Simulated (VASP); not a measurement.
Consider the following.

```xyz
3
Lattice="0.0000 2.8416 2.8416 2.8416 0.0000 2.8416 2.8416 2.8416 0.0000" Properties=species:S:1:pos:R:3 pbc="T T T"
Li     1.4208     1.4208     1.4208
Li     4.2624     4.2624     4.2624
S      0.0000     0.0000     0.0000
```

Calculation: r2SCAN meta-GGA, VASP's PBE PAW potentials (set 64) (plane waves; VASP). Run with 520 eV cut-off, 7×7×7 Γ-centred mesh, Gaussian smearing of 0.050 eV, potentials Li_sv S.

Estimate the energy per atom (σ→0).

```json
{
 "energy per atom (σ→0)": "-5.794 eV/atom"
}
```

The compound is Li2S in the antifluorite structure. It was relaxed first.
